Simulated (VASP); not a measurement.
# NiO: magnetic orders, part 2 of 2

Aim: compare collinear orders of NiO. The start is a cell from a database of measured crystal structures.

VASP 6.6.1, plane waves and PAW; the level of theory is named at each step.

So far, largest spin moment in the PAW sphere (μB): step 2 (magnetic order, 2 atoms, start order ferro) 1.82.

### 3. Magnetic order, 4 atoms, start order antiferro q=(0,1/2,1/2)

This step: PBE, DFT+U (Ni d 6 eV), spin-polarised, from moments of both signs; plane waves and PAW (Ni, O) (VASP 6.6.1).

System of this step: NiO. It takes space group Fm-3m (No. 225, cubic). Conventional cell: a = 4.172 Å, b = 4.172 Å, c = 4.172 Å, α = 90.00°, β = 90.00°, γ = 90.00°. Nearest to Ni lie 6 O at 2.09 Å. Nearest to O lie 6 Ni at 2.09 Å. Farther neighbours and most contacts between anions are not listed.

File INCAR:

```
SYSTEM = NiO
PREC = Accurate
ENCUT = 480
EDIFF = 1E-06
NELM = 150
ISMEAR = -1
SIGMA = 0.1
LREAL = .FALSE.
ALGO = Normal
GGA = PE
NBANDS = 25
ISPIN = 2
MAGMOM = 2 -2 0 0
LDAU = .TRUE.
LDAUTYPE = 2
LDAUL = 2 -1
LDAUU = 6 0
LDAUJ = 0 0
LDAUPRINT = 1
LASPH = .TRUE.
LMAXMIX = 4
LORBIT = 11
LWAVE = .FALSE.
LCHARG = .TRUE.
KPAR = 4
AMIX = 0.2
BMIX = 1E-04
AMIX_MAG = 0.8
BMIX_MAG = 1E-04
```

File POSCAR:

```
NiO
1.0
    0.0000000000      2.0859016414      2.0859016414
    4.1718032828      0.0000000000      4.1718032828
    4.1718032828      2.0859016414      2.0859016414
Ni O
2 2
Direct
    0.0000000000      0.0000000000      0.0000000000
    0.0000000000      0.5000000000      0.0000000000
    0.5000000000      0.0000000000      0.5000000000
    0.5000000000      0.5000000000      0.5000000000
```

File KPOINTS:

```
Automatic mesh
0
Gamma
12 6 12
0 0 0
```

Potentials, in the order of the species: Ni and O (PBE family, release 64).

Started as:

```bash
$ mpirun -np 4 vasp_std
```

The log of the run:

```text
[banner, memory and clock lines left out]
running    4 mpi-ranks, on    1 nodes
 distrk:  each k-point on    1 cores,    4 groups
 distr:  one band on    1 cores,    1 groups

 POSCAR found type information on POSCAR NiO
 POSCAR found :  2 types and       4 ions
 LDA part: xc-table for (Slater+PW92), standard interpolation
 POSCAR, INCAR and KPOINTS ok, starting setup
 FFT: planning ... GRIDC
 FFT: planning ... GRID_SOFT
 FFT: planning ... GRID
 WAVECAR not read
 entering main loop
       N       E                     dE             d eps       ncg     rms          rms(c)
DAV:   1     0.244075610284E+03    0.24408E+03   -0.14499E+04 10392   0.162E+03
DAV:   2     0.498404625885E+01   -0.23909E+03   -0.21605E+03 10554   0.342E+02
DAV:   3    -0.192034404862E+02   -0.24187E+02   -0.23289E+02 11196   0.125E+02
DAV:   4    -0.196365224528E+02   -0.43308E+00   -0.43212E+00 11264   0.170E+01
DAV:   5    -0.196449710403E+02   -0.84486E-02   -0.84477E-02 12215   0.231E+00    0.228E+01
DAV:   6    -0.184196781816E+02    0.12253E+01   -0.65867E+00 13420   0.569E+01    0.210E+01
DAV:   7    -0.195187807460E+02   -0.10991E+01   -0.32720E+00 14525   0.334E+01    0.183E+01
DAV:   8    -0.200454927150E+02   -0.52671E+00   -0.79680E-01 10690   0.110E+01    0.925E+00
DAV:   9    -0.202601266186E+02   -0.21463E+00   -0.89703E-02 13499   0.683E+00    0.484E+00
DAV:  10    -0.203474523825E+02   -0.87326E-01   -0.69935E-02 13427   0.464E+00    0.611E-01
DAV:  11    -0.203574425442E+02   -0.99902E-02   -0.26170E-02 13612   0.190E+00    0.504E-01
DAV:  12    -0.203584296428E+02   -0.98710E-03   -0.34101E-03 12565   0.632E-01    0.194E-01
DAV:  13    -0.203590711132E+02   -0.64147E-03   -0.47600E-04 12734   0.609E-01    0.773E-02
DAV:  14    -0.203591430832E+02   -0.71970E-04   -0.18827E-04 13891   0.203E-01    0.332E-02
DAV:  15    -0.203591511097E+02   -0.80265E-05   -0.56235E-05 11150   0.911E-02    0.768E-03
DAV:  16    -0.203591512160E+02   -0.10625E-06   -0.16573E-06  8624   0.235E-02
   1 F= -.20359151E+02 E0= -.20359151E+02  d E =-.568252E-06  mag=     0.0000
```

It took 51 s on 4 MPI ranks of AMD EPYC 9R45, shared host; peak memory 1.1 GiB; 3.3 min of CPU time.

From OUTCAR (step 3):

```text
  LATTYP: Found a simple tetragonal cell.
 ALAT       =     2.9499103910
 C/A-ratio  =     1.4142135624

 Subroutine GETGRP returns: Found 16 space group operations
 (whereof 16 operations were pure point group operations)

The static configuration has the point symmetry D_4h.

 Found    100 irreducible k-points:

   k-points           NKPTS =    100   k-points in BZ     NKDIM =    100   number of bands    NBANDS=     25

   dimension x,y,z NGX =    24 NGY =   42 NGZ =   40
   dimension x,y,z NGXF=    48 NGYF=   84 NGZF=   80

   ENCUT  =  480.0 eV  35.28 Ry    5.94 a.u.   5.27 10.54  9.13*2*pi/ulx,y,z

   NELECT =      32.0000    total number of electrons

atom =   1  type =  1  l = 2

 onsite density matrix

spin component  1

  0.9836  0.0000 -0.0000  0.0000  0.0000
  0.0000  0.9835  0.0000 -0.0000  0.0000
 -0.0000  0.0000  1.0379  0.0000 -0.0000
  0.0000 -0.0000  0.0000  0.9836  0.0000
  0.0000  0.0000 -0.0000  0.0000  1.0379

spin component  2

  0.9817  0.0000 -0.0000 -0.0000  0.0000
  0.0000  0.9817  0.0000 -0.0000 -0.0000
 -0.0000  0.0000  0.1400 -0.0000  0.0006
 -0.0000 -0.0000 -0.0000  0.9817 -0.0000
  0.0000 -0.0000  0.0006 -0.0000  0.1393

 occupancies and eigenvectors

  o =  0.1390  v =  0.0000  0.0000  0.0000  0.0000  0.0000  0.0000 -0.0000  0.5000  0.0000 -0.8660      0.0000  0.0000  0.0000  0.0000  0.0000  0.0000  0.0000  0.0000  0.0000  0.0000
  o =  0.1403  v =  0.0000  0.0000  0.0000  0.0000  0.0000  0.0000  0.0000  0.8660  0.0000  0.5000      0.0000  0.0000  0.0000  0.0000  0.0000  0.0000  0.0000  0.0000  0.0000  0.0000
  o =  0.9817  v =  0.0000  0.0000  0.0000  0.0000  0.0000  0.0000 -0.0000 -0.0000  1.0000  0.0000      0.0000  0.0000  0.0000  0.0000  0.0000  0.0000  0.0000  0.0000  0.0000  0.0000
  o =  0.9817  v =  0.0000  0.0000  0.0000  0.0000  0.0000  1.0000  0.0000  0.0000  0.0000  0.0000      0.0000  0.0000  0.0000  0.0000  0.0000  0.0000  0.0000  0.0000  0.0000  0.0000
  o =  0.9817  v =  0.0000  0.0000  0.0000  0.0000  0.0000  0.0000  1.0000 -0.0000  0.0000 -0.0000      0.0000  0.0000  0.0000  0.0000  0.0000  0.0000  0.0000  0.0000  0.0000  0.0000
  o =  0.9835  v =  0.0000  1.0000  0.0000 -0.0000 -0.0000  0.0000  0.0000  0.0000  0.0000  0.0000      0.0000  0.0000  0.0000  0.0000  0.0000  0.0000  0.0000  0.0000  0.0000  0.0000
  o =  0.9836  v =  1.0000  0.0000  0.0000  0.0000  0.0000  0.0000  0.0000  0.0000  0.0000  0.0000      0.0000  0.0000  0.0000  0.0000  0.0000  0.0000  0.0000  0.0000  0.0000  0.0000
  o =  0.9836  v =  0.0000 -0.0000 -0.0000 -1.0000 -0.0000  0.0000  0.0000  0.0000  0.0000  0.0000      0.0000  0.0000  0.0000  0.0000  0.0000  0.0000  0.0000  0.0000  0.0000  0.0000
  o =  1.0379  v =  0.0000 -0.0000  0.8660 -0.0000  0.5000  0.0000  0.0000  0.0000  0.0000  0.0000      0.0000  0.0000  0.0000  0.0000  0.0000  0.0000  0.0000  0.0000  0.0000  0.0000
  o =  1.0379  v =  0.0000 -0.0000  0.5000 -0.0000 -0.8660  0.0000  0.0000  0.0000  0.0000  0.0000      0.0000  0.0000  0.0000  0.0000  0.0000  0.0000  0.0000  0.0000  0.0000  0.0000

atom =   2  type =  1  l = 2

 onsite density matrix

spin component  1

  0.9817 -0.0000 -0.0000  0.0000  0.0000
 -0.0000  0.9817  0.0000  0.0000  0.0000
 -0.0000  0.0000  0.1400 -0.0000  0.0006
  0.0000  0.0000 -0.0000  0.9817  0.0000
  0.0000  0.0000  0.0006  0.0000  0.1393

spin component  2

  0.9836 -0.0000 -0.0000  0.0000  0.0000
 -0.0000  0.9835 -0.0000  0.0000 -0.0000
 -0.0000 -0.0000  1.0379  0.0000 -0.0000
  0.0000  0.0000  0.0000  0.9836  0.0000
  0.0000 -0.0000 -0.0000  0.0000  1.0379

 occupancies and eigenvectors

  o =  0.1390  v =  0.0000 -0.0000 -0.5000 -0.0000  0.8660  0.0000  0.0000  0.0000  0.0000  0.0000      0.0000  0.0000  0.0000  0.0000  0.0000  0.0000  0.0000  0.0000  0.0000  0.0000
  o =  0.1403  v =  0.0000  0.0000 -0.8660 -0.0000 -0.5000  0.0000  0.0000  0.0000  0.0000  0.0000      0.0000  0.0000  0.0000  0.0000  0.0000  0.0000  0.0000  0.0000  0.0000  0.0000
  o =  0.9817  v =  0.0000  0.0000 -0.0000  1.0000  0.0000  0.0000  0.0000  0.0000  0.0000  0.0000      0.0000  0.0000  0.0000  0.0000  0.0000  0.0000  0.0000  0.0000  0.0000  0.0000
  o =  0.9817  v =  1.0000  0.0000  0.0000  0.0000  0.0000  0.0000  0.0000  0.0000  0.0000  0.0000      0.0000  0.0000  0.0000  0.0000  0.0000  0.0000  0.0000  0.0000  0.0000  0.0000
  o =  0.9817  v =  0.0000  1.0000 -0.0000 -0.0000  0.0000  0.0000  0.0000  0.0000  0.0000  0.0000      0.0000  0.0000  0.0000  0.0000  0.0000  0.0000  0.0000  0.0000  0.0000  0.0000
  o =  0.9835  v =  0.0000  0.0000  0.0000  0.0000  0.0000  0.0000  1.0000  0.0000  0.0000  0.0000      0.0000  0.0000  0.0000  0.0000  0.0000  0.0000  0.0000  0.0000  0.0000  0.0000
  o =  0.9836  v =  0.0000  0.0000  0.0000  0.0000  0.0000  1.0000  0.0000  0.0000  0.0000  0.0000      0.0000  0.0000  0.0000  0.0000  0.0000  0.0000  0.0000  0.0000  0.0000  0.0000
  o =  0.9836  v =  0.0000  0.0000  0.0000  0.0000  0.0000  0.0000 -0.0000 -0.0000  1.0000 -0.0000      0.0000  0.0000  0.0000  0.0000  0.0000  0.0000  0.0000  0.0000  0.0000  0.0000
  o =  1.0379  v =  0.0000  0.0000  0.0000  0.0000  0.0000  0.0000  0.0000 -0.8660 -0.0000 -0.5000      0.0000  0.0000  0.0000  0.0000  0.0000  0.0000  0.0000  0.0000  0.0000  0.0000
  o =  1.0379  v =  0.0000  0.0000  0.0000  0.0000  0.0000  0.0000  0.0000  0.5000 -0.0000 -0.8660      0.0000  0.0000  0.0000  0.0000  0.0000  0.0000  0.0000  0.0000  0.0000  0.0000

 E-fermi :   8.2652

 spin component 1
 k-point     1 :       0.0000    0.0000    0.0000
  band No.  band energies     occupation
    ...
     12       4.2030      1.00000
     13       4.2030      1.00000
     14       5.6040      1.00000
     15       5.6133      1.00000
     16       5.6133      1.00000
     17       9.5255      0.00000
     18       9.7699      0.00000
     19       9.7972      0.00000
     20      14.2737      0.00000
     21      18.5791      0.00000
    ...

 k-point     2 :       0.0833    0.0000    0.0000
  band No.  band energies     occupation
    ...
     12       4.2461      1.00000
     13       4.3805      1.00000
     14       5.2032      1.00000
     15       5.6125      1.00000
     16       5.6277      1.00000
     17       9.6768      0.00000
     18       9.8870      0.00000
     19      10.3251      0.00000
     20      14.5575      0.00000
     21      18.5673      0.00000
    ...

 k-point     3 :       0.1667    0.0000    0.0000
  band No.  band energies     occupation
    ...
     12       4.3287      1.00000
     13       4.5783      1.00000
     14       4.6260      1.00000
     15       5.7235      1.00000
     16       5.7294      1.00000
     17      10.0746      0.00000
     18      10.1888      0.00000
     19      11.4371      0.00000
     20      15.2302      0.00000
     21      18.2787      0.00000
    ...

 k-point     4 :       0.2500    0.0000    0.0000
  band No.  band energies     occupation
    ...
     12       4.3246      1.00000
     13       4.4951      1.00000
     14       4.6781      1.00000
     15       5.9647      1.00000
     16       6.0933      1.00000
     17      10.5991      0.00000
     18      10.6031      0.00000
     19      12.5609      0.00000
     20      15.6879      0.00000
     21      17.7842      0.00000
    ...

  Total        0.7623486      0.7699885      0.7699885     -0.0000000     -0.0000000      0.0000000
  in kB       33.6451700     33.9823439     33.9823439     -0.0000000     -0.0000000      0.0000000
  external PRESSURE =      33.8699526 kB  Pullay stress =       0.0000000 kB

  energy-cutoff  :      480.00
  volume of cell :       36.30
      direct lattice vectors                 reciprocal lattice vectors
     0.000000000  2.085901641  2.085901641    -0.239704495  0.239704495  0.239704495
     4.171803283  0.000000000  4.171803283     0.000000000 -0.239704495  0.239704495
     4.171803283  2.085901641  2.085901641     0.239704495  0.239704495 -0.239704495

 POSITION                                       TOTAL-FORCE (eV/Angst)
 -----------------------------------------------------------------------------------
      0.00000      0.00000      0.00000        -0.000000      0.000000      0.000000
      2.08590      0.00000      2.08590        -0.000000     -0.000000     -0.000000
      2.08590      2.08590      2.08590         0.000000     -0.000000      0.000000
      4.17180      2.08590      4.17180        -0.000000      0.000000     -0.000000
 -----------------------------------------------------------------------------------
    total drift:                                0.000000     -0.000000     -0.000000

  FREE ENERGIE OF THE ION-ELECTRON SYSTEM (eV)
  ---------------------------------------------------
  free  energy   TOTEN  =       -20.3591512160 eV

  energy  without entropy=      -20.3591506477  energy(sigma->0) =      -20.35915093

 total charge
# of ion       s       p       d       tot
------------------------------------------
    1        0.346   0.429   8.223   8.998
    2        0.346   0.429   8.223   8.998
    3        1.552   3.487   0.000   5.039
    4        1.552   3.487   0.000   5.039
--------------------------------------------------
tot          3.795   7.833  16.445  28.074

 magnetization (x)
# of ion       s       p       d       tot
------------------------------------------
    1        0.015   0.017   1.799   1.831
    2       -0.015  -0.017  -1.799  -1.831
    3       -0.006  -0.054   0.000  -0.060
    4        0.006   0.054   0.000   0.060
--------------------------------------------------
tot          0.000   0.000   0.000   0.000

[... 6 further parts left out ...]
```

The magnetic state follows from one typed start and may not be the lowest.

Numbers from this step:

```
electronic cycles              : 16
electrons                      : 32
free energy (TOTEN)            : -20.36 eV
Fermi energy                   : 8.265 eV
gap on the k-mesh              : 2.532 eV
least direct gap on the k-mesh : 3.195 eV
```

Spin moment in the PAW sphere by atom:

```csv
atom,spin moment in the PAW sphere (μB)
Ni1,1.83
Ni2,-1.83
O3,-0.06
O4,0.06
```

Spin density in the ac plane of the conventional cell at fractional y = 0.000, with atoms of Ni and O within 0.2 Å of it.

Values in e/Å³, 14 rows by 14 columns, each cell a mean:
```
 2.6  1.5  0.5  0.1  0.0  0.0  0.0 -0.1  0.0  0.0  0.0  0.2  0.9  2.0
 1.4  0.5  0.1  0.0  0.0  0.0  0.0 -0.1  0.0  0.0  0.0  0.0  0.2  0.9
 0.3  0.1  0.0  0.0  0.0  0.0  0.0  0.0  0.0  0.0  0.0  0.0  0.0  0.2
 0.0  0.0  0.0  0.0  0.0  0.0 -0.1 -0.1 -0.1  0.0  0.0  0.0  0.0  0.0
 0.0  0.0  0.0  0.0  0.0 -0.1 -0.5 -0.9 -0.3  0.0  0.0  0.0  0.0  0.0
 0.1  0.0  0.0  0.0 -0.1 -0.5 -1.5 -2.0 -0.9 -0.3 -0.1  0.0  0.0  0.1
 0.1 -0.1  0.0  0.0 -0.3 -1.4 -2.6 -3.0 -2.0 -0.9 -0.1  0.0 -0.1  0.0
 0.1  0.0  0.0  0.0 -0.2 -0.9 -2.0 -2.6 -1.5 -0.5 -0.1  0.0  0.0  0.0
 0.1  0.0  0.0  0.0  0.0 -0.2 -0.9 -1.4 -0.5 -0.1  0.0  0.0  0.0  0.0
 0.0  0.0  0.0  0.0  0.0  0.0 -0.2 -0.3 -0.1  0.0  0.0  0.0  0.0  0.0
 0.1  0.1  0.0  0.0  0.0  0.0  0.0  0.0  0.0  0.0  0.0  0.0  0.0  0.1
 0.9  0.3  0.0  0.0  0.0  0.0  0.0  0.0  0.0  0.0  0.0  0.0  0.1  0.5
 2.0  0.9  0.3  0.1  0.0  0.0 -0.1 -0.1  0.0  0.0  0.0  0.1  0.5  1.5
 3.0  2.0  0.9  0.1  0.0  0.1  0.0 -0.1  0.1  0.0  0.0  0.3  1.4  2.6
```
Columns run along a (4.2 Å), rows up along c (4.2 Å), edges of the conventional cell, whose origin can differ from the input's. Atoms in or near the plane, at fractional coordinates: Ni at (0.00, 0.00), Ni at (0.50, 0.50), O at (0.50, 0.00), O at (0.00, 0.50).

Valence density in the ac plane of the conventional cell at fractional y = 0.000, with atoms of Ni and O within 0.2 Å of it. It is the smooth field of the valence electrons, not physical close to the nuclei.

Values in e/Å³, 14 rows by 14 columns, each cell a mean:
```
10  6  1  0  1  2  5  6  4  1  0  1  3  8
 3  2  1  0  0  1  2  3  2  1  0  0  1  3
 1  0  0  0  0  0  1  1  1  0  0  0  0  1
 1  0  0  0  0  0  0  0  0  0  0  0  0  0
 2  1  0  0  0  1  1  2  1  0  0  0  1  1
 5  3  1  0  0  2  6  7  4  1  0  1  2  4
 7  5  2  1  1  3 10 13  7  2  0  1  3  6
 6  4  1  0  1  3  8 10  6  1  0  1  2  5
 3  2  1  0  0  1  3  3  2  1  0  0  1  2
 1  1  0  0  0  0  1  1  0  0  0  0  0  1
 0  0  0  0  0  0  0  1  0  0  0  0  0  0
 2  1  0  0  0  1  1  2  1  0  0  0  1  1
 7  4  1  0  1  2  4  5  3  1  0  0  2  6
13  7  2  0  1  3  6  7  5  2  1  1  3 10
```
Columns run along a (4.2 Å), rows up along c (4.2 Å), edges of the conventional cell, whose origin can differ from the input's. Atoms in or near the plane, at fractional coordinates: Ni at (0.00, 0.00), Ni at (0.50, 0.50), O at (0.50, 0.00), O at (0.00, 0.50).

The largest moment at the end is 1.83 μB, and the moments of the cell sum to 0.00 μB.

### 4. Magnetic order, 4 atoms, start order antiferro q=(0,0,1/2)

INCAR, as its differences from that of step 3:

```diff
@@ -23,3 +23,3 @@
 LWAVE = .FALSE.
-LCHARG = .TRUE.
+LCHARG = .FALSE.
 KPAR = 4
```

File POSCAR:

```
NiO
1.0
    0.0000000000      2.0859016414      2.0859016414
    2.0859016414      0.0000000000      2.0859016414
    4.1718032828      4.1718032828      0.0000000000
Ni O
2 2
Direct
    0.0000000000      0.0000000000      0.0000000000
    0.0000000000      0.0000000000      0.5000000000
    0.5000000000      0.5000000000      0.2500000000
    0.5000000000      0.5000000000      0.7500000000
```

File KPOINTS:

```
Automatic mesh
0
Gamma
12 12 6
0 0 0
```

Started as:

```bash
$ mpirun -np 4 vasp_std
```

The log of the run:

```text
[banner, memory and clock lines left out]
running    4 mpi-ranks, on    1 nodes
[...]
LDA part: xc-table for (Slater+PW92), standard interpolation
|                                                                             |
|           W    W    AA    RRRRR   N    N  II  N    N   GGGG   !!!           |
|           W    W   A  A   R    R  NN   N  II  NN   N  G    G  !!!           |
|           W    W  A    A  R    R  N N  N  II  N N  N  G       !!!           |
|           W WW W  AAAAAA  RRRRR   N  N N  II  N  N N  G  GGG   !            |
|           WW  WW  A    A  R   R   N   NN  II  N   NN  G    G                |
|           W    W  A    A  R    R  N    N  II  N    N   GGGG   !!!           |
|                                                                             |
|     Your reciprocal lattice and k-lattice belong to different lattice       |
|     classes:                                                                |
|                                                                             |
|        The reciprocal lattice is rhombohedral (trigonal),                   |
|        whereas your k-lattice is body-centered cubic.                       |
|                                                                             |
|     Results are often still useful ...                                      |
|                                                                             |

 POSCAR, INCAR and KPOINTS ok, starting setup
[...]
entering main loop
       N       E                     dE             d eps       ncg     rms          rms(c)
DAV:   1     0.244504525554E+03    0.24450E+03   -0.14422E+04 10160   0.162E+03
DAV:   2     0.481794747864E+01   -0.23969E+03   -0.21675E+03 10354   0.344E+02
DAV:   3    -0.192784587924E+02   -0.24096E+02   -0.23202E+02 11191   0.125E+02
DAV:   4    -0.197137300584E+02   -0.43527E+00   -0.43429E+00 10981   0.171E+01
[...]
DAV:  17    -0.205382598871E+02   -0.18452E-05   -0.66995E-07  6998   0.231E-02    0.816E-03
DAV:  18    -0.205382614051E+02   -0.15181E-05   -0.14656E-06  8142   0.265E-02    0.346E-03
DAV:  19    -0.205382619403E+02   -0.53518E-06   -0.11138E-06  6416   0.167E-02
   1 F= -.20538262E+02 E0= -.20538262E+02  d E =-.578363E-08  mag=     0.0000
```

Wall time 36 s (4 MPI ranks); peak memory 0.93 GiB.

OUTCAR, selected parts (step 4):

```text
  Total        0.2846237      0.2846237      0.2846237     -0.0181261      0.0181261      0.0181261
  in kB       12.5614607     12.5614607     12.5614607     -0.7999691      0.7999691      0.7999691
  external PRESSURE =      12.5614607 kB  Pullay stress =       0.0000000 kB

 POSITION                                       TOTAL-FORCE (eV/Angst)
 -----------------------------------------------------------------------------------
      0.00000      0.00000      0.00000        -0.000000     -0.000000      0.000000
      2.08590      2.08590      0.00000        -0.000000      0.000000      0.000000
      2.08590      2.08590      2.08590         0.000000      0.000000     -0.000000
      4.17180      4.17180      2.08590        -0.000000     -0.000000     -0.000000
 -----------------------------------------------------------------------------------
    total drift:                                0.000000     -0.000000     -0.000000

  FREE ENERGIE OF THE ION-ELECTRON SYSTEM (eV)
  ---------------------------------------------------
  free  energy   TOTEN  =       -20.5382619403 eV

  energy  without entropy=      -20.5382619345  energy(sigma->0) =      -20.53826194

 magnetization (x)
# of ion       s       p       d       tot
------------------------------------------
    1       -0.002  -0.006   1.745   1.737
    2        0.002   0.006  -1.745  -1.737
    3        0.000   0.000   0.000   0.000
    4        0.000   0.000   0.000   0.000
--------------------------------------------------
tot          0.000   0.000  -0.000  -0.000

[... 3 further parts left out ...]
[key lines of the parts left out:]
E-fermi :   8.0932
```

The largest moment at the end is 1.74 μB, and the moments of the cell sum to 0.00 μB.

### 5. Summary

This step: collinear magnetic orders, PBE, DFT+U (Ni d 6 eV); plane waves and PAW (VASP 6.6.1).

No new run; the numbers come from the runs before.

This step gave:

* mean moment in the lowest run: 1.737 μB

Orders, by row:

```csv
order,signs,energy above the lowest (meV/magnetic atom),total moment (μB),mean moment on carriers (μB),gap on the mesh (eV),"signs at the end, of the atoms given a moment"
ferro,+,80.94,2,1.817,2.409,+
"antiferro q=(0,1/2,1/2)",+-,89.56,0,1.831,2.532,+-
"antiferro q=(0,0,1/2)",+-,0,0,1.737,3.429,+-
```

### 6. Summary of results

```json
{
  "lowest order": "antiferro q=(0,0,1/2)",
  "mean moment in the lowest run": "1.74 μB"
}
```

**Reading.** The lowest run started as antiferro q=(0,0,1/2) and holds 1.74 μB on average over the atoms that were given a moment; the next state, from ferro, lies 80.9 meV a magnetic atom higher. It ends with the signs +- and a net moment of 0.00 μB a cell: opposed moments that cancel. The cell was not relaxed for each state; their pressures run from 1.3 to 3.4 GPa, which can move the order. Only these collinear orders were tried, and their comparison leaves spin-orbit coupling out.

[Lines on the potential files, build, host, timing and source positions are cut from VASP's logs without a mark.]

[Logs are printed without paths, hosts, clocks, repeated set-up lines and the standing remarks that a program may print on its own settings, such as how far it seeks lower states.]

[Hosts, paths, dates, database ids (printed as entryN), source tags and the programs' standing remarks are cut or masked in the printed files.]

[Runs that stopped without an error message from VASP are left out.]
